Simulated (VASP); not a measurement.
VASP input:

### KPOINTS
```
Automatic mesh
0
Gamma
8 8 8
0 0 0
```

POSCAR:
```
InAs
1
    0.0000000000     2.8941405824     2.8941405824
    2.8941405824     0.0000000000     2.8941405824
    2.8941405824     2.8941405824     0.0000000000
In As
1 1
Direct
  0.0000000000   0.0000000000   0.0000000000
  0.2500000000   0.2500000000   0.2500000000
```

### INCAR
```
# general
SYSTEM   =  InAs
PREC     =  Accurate
ENCUT    =  500
LREAL    =  .False.
LASPH    =  .True.

# electronic loop
EDIFF    =  1E-6
NELM     =  100
ALGO     =  Normal
LMAXMIX  =  4

# smearing
ISMEAR   =  0
SIGMA    =  0.05

# ions
IBRION   =  2
NSW      =  40
ISIF     =  3
EDIFFG   =  -0.02
PSTRESS  =  200

# output
LWAVE    =  .False.
LCHARG   =  .False.
```

POTCAR, in this order: In_d As (LDA.64 set). Program: vasp_std.

Q: Translate this LDA calculation to Quantum ESPRESSO's pw.x.

A: One equivalent input (not run):
```
&CONTROL
  calculation = 'vc-relax'
  pseudo_dir = './pseudo'
  outdir = './out'
  tprnfor = .true.
  tstress = .true.
  nstep = 40
  forc_conv_thr = 0.00078
/
&SYSTEM
  ibrav = 0
  nat = 2
  ntyp = 2
  ecutwfc = 80
  occupations = 'smearing'
  smearing = 'gaussian'
  degauss = 0.003675
  input_dft = 'pz'
/
&ELECTRONS
  conv_thr = 7.3e-08
  electron_maxstep = 100
/
&IONS
/
&CELL
  press = 200
/
ATOMIC_SPECIES
  In 114.818 In.upf
  As 74.922 As.upf
CELL_PARAMETERS angstrom
     0.0000000    2.8941406    2.8941406
     2.8941406    0.0000000    2.8941406
     2.8941406    2.8941406    0.0000000
ATOMIC_POSITIONS crystal
  In   0.0000000  0.0000000  0.0000000
  As   0.2500000  0.2500000  0.2500000
K_POINTS automatic
  8 8 8 0 0 0
```
What does not carry over: the potentials are each code's own (VASP's PAW set, PseudoDojo norm-conserving files in pw.x), so ENCUT and ecutwfc are chosen apart and not converted; conv_thr bounds pw.x's estimated SCF error, while EDIFF bounds the energy change between steps; forc_conv_thr acts on force components and is met together with etot_conv_thr.

The compound is InAs in the zinc blende structure. This run relaxes it under an external pressure of 20 GPa. Symmetry was kept, so distortions that lower it aren't found.
